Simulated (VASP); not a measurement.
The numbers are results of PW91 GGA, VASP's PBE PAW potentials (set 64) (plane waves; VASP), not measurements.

The input files of a VASP run:

### POSCAR
```
PdIn
1
    3.2500000000     0.0000000000     0.0000000000
    0.0000000000     3.2500000000     0.0000000000
    0.0000000000     0.0000000000     3.2500000000
In Pd
1 1
Direct
  0.5000000000   0.5000000000   0.5000000000
  0.0000000000   0.0000000000   0.0000000000
```

### INCAR
```
IBRION=2   # conjugate gradients
PREC=Accurate
ALGO=Normal
ISMEAR=1   # Methfessel-Paxton
SIGMA=0.1
LMAXMIX=4
NSW=60   # most ionic steps
EDIFF=1E-6   # SCF stop (eV)
GGA=91   # PW91
ISIF=3   # ions, shape and volume
EDIFFG=-0.01
ENCUT=520   # plane-wave cut-off (eV)
LREAL=.FALSE.
LASPH=.TRUE.
NELM=100
LCHARG=.FALSE.
SYSTEM=PdIn
LWAVE=.FALSE.
```

### KPOINTS
```
Automatic mesh
0
Gamma
10 10 10
0 0 0
```

POTCAR, in this order: In_d Pd (PBE.64 set). Program: vasp_std.

Output

**OSZICAR**
```
       N       E                     dE             d eps       ncg     rms          rms(c)
DAV:   1     0.159393244333E+03    0.15939E+03   -0.11556E+04  1709   0.201E+03
DAV:   2    -0.143690980794E+01   -0.16083E+03   -0.15718E+03  1750   0.403E+02
DAV:   3    -0.887051391645E+01   -0.74336E+01   -0.74073E+01  2170   0.935E+01
DAV:   4    -0.899380563661E+01   -0.12329E+00   -0.12327E+00  1992   0.114E+01
DAV:   5    -0.899928522388E+01   -0.54796E-02   -0.54795E-02  2514   0.219E+00    0.711E+00
DAV:   6    -0.880343021866E+01    0.19586E+00   -0.49942E-01  1967   0.109E+01    0.326E+00
DAV:   7    -0.876461166362E+01    0.38819E-01   -0.81455E-02  2215   0.571E+00    0.145E+00
DAV:   8    -0.875719715524E+01    0.74145E-02   -0.20474E-02  1953   0.147E+00    0.418E-01
DAV:   9    -0.875628620127E+01    0.91095E-03   -0.19872E-03  2170   0.803E-01    0.606E-02
DAV:  10    -0.875628398145E+01    0.22198E-05   -0.52354E-05  2197   0.120E-01    0.260E-02
DAV:  11    -0.875628473475E+01   -0.75330E-06   -0.45240E-06  2016   0.231E-02
   1 F= -.87562847E+01 E0= -.87557865E+01  d E =-.875628E+01
       N       E                     dE             d eps       ncg     rms          rms(c)
DAV:   1    -0.122620528870E+02   -0.35058E+01   -0.80441E+01  1757   0.174E+02    0.123E+01
DAV:   2    -0.918102372919E+01    0.30810E+01   -0.13125E+01  1687   0.488E+01    0.507E+00
DAV:   3    -0.884720238252E+01    0.33382E+00   -0.10630E+00  2243   0.166E+01    0.260E+00
DAV:   4    -0.877232748585E+01    0.74875E-01   -0.25335E-01  2463   0.867E+00    0.129E+00
DAV:   5    -0.876774883683E+01    0.45786E-02   -0.96368E-03  1841   0.111E+00    0.683E-01
DAV:   6    -0.876604053823E+01    0.17083E-02   -0.29570E-03  1867   0.432E-01    0.807E-02
DAV:   7    -0.876605493367E+01   -0.14395E-04   -0.88783E-05  2536   0.107E-01    0.386E-02
DAV:   8    -0.876605674305E+01   -0.18094E-05   -0.39615E-06  1989   0.215E-02    0.848E-03
DAV:   9    -0.876605674654E+01   -0.34966E-08   -0.14537E-07  1043   0.452E-03
   2 F= -.87660567E+01 E0= -.87663635E+01  d E =-.977201E-02
       N       E                     dE             d eps       ncg     rms          rms(c)
DAV:   1    -0.967846909974E+01   -0.91241E+00   -0.17533E+01  1764   0.684E+01    0.679E+00
DAV:   2    -0.891474120685E+01    0.76373E+00   -0.40948E+00  1687   0.261E+01    0.213E+00
DAV:   3    -0.881377662383E+01    0.10096E+00   -0.38245E-01  2169   0.104E+01    0.825E-01
DAV:   4    -0.880001965144E+01    0.13757E-01   -0.40824E-02  2468   0.345E+00    0.922E-01
DAV:   5    -0.879942170588E+01    0.59795E-03   -0.84103E-04  1778   0.289E-01    0.688E-01
DAV:   6    -0.879865604618E+01    0.76566E-03   -0.17197E-03  1990   0.393E-01    0.365E-02
DAV:   7    -0.879866145040E+01   -0.54042E-05   -0.44123E-05  2212   0.686E-02    0.239E-02
DAV:   8    -0.879866332651E+01   -0.18761E-05   -0.27684E-06  1940   0.199E-02    0.614E-03
DAV:   9    -0.879866358066E+01   -0.25415E-06   -0.15907E-07   959   0.520E-03
   3 F= -.87986636E+01 E0= -.87985162E+01  d E =-.423788E-01
```

### OUTCAR
```
------------------------ aborting loop because EDIFF is reached ----------------------------------------
  FORCE on cell =-STRESS in cart. coord.  units (eV):
  Direction    XX          YY          ZZ          XY          YZ          ZX
  --------------------------------------------------------------------------------------
  Total       -0.0018452     -0.0018452     -0.0018452      0.0000000      0.0000000     -0.0000000
  in kB       -0.0813222     -0.0813222     -0.0813222      0.0000000      0.0000000     -0.0000000
  external PRESSURE =      -0.0813222 kB  Pullay stress =       0.0000000 kB
  volume of cell :       36.35
      direct lattice vectors                 reciprocal lattice vectors
     3.312698150  0.000000000  0.000000000     0.301868735  0.000000000  0.000000000
    -0.000000000  3.312698150  0.000000000    -0.000000000  0.301868735  0.000000000
    -0.000000000 -0.000000000  3.312698150    -0.000000000 -0.000000000  0.301868735
 POSITION                                       TOTAL-FORCE (eV/Angst)
 -----------------------------------------------------------------------------------
      1.65635      1.65635      1.65635        -0.000000     -0.000000      0.000000
      0.00000      0.00000      0.00000         0.000000      0.000000      0.000000
 -----------------------------------------------------------------------------------
    total drift:                                0.000000      0.000000     -0.000000
  FREE ENERGIE OF THE ION-ELECTRON SYSTEM (eV)
  ---------------------------------------------------
  free  energy   TOTEN  =        -8.7986635807 eV

  energy  without entropy=       -8.7982215221  energy(sigma->0) =       -8.79851623

 reached required accuracy - stopping structural energy minimisation
```
(Selected blocks of OUTCAR.)

**CONTCAR**
```
PdIn
   1.00000000000000
     3.3126981503711175    0.0000000000000000    0.0000000000000000
    -0.0000000000000000    3.3126981503711175    0.0000000000000000
    -0.0000000000000000   -0.0000000000000000    3.3126981503711175
  In              Pd
     1     1
Direct
     0.5000000000000000    0.5000000000000000    0.5000000000000000
     0.0000000000000000    0.0000000000000000    0.0000000000000000
```

Energy and stress use the plane-wave basis of the starting cell.

The compound is PdIn in the CsCl type structure. This run relaxes it. Symmetry was kept, so distortions that lower it aren't found. The electron count is odd and the run is not spin-polarised, which forces a metal.
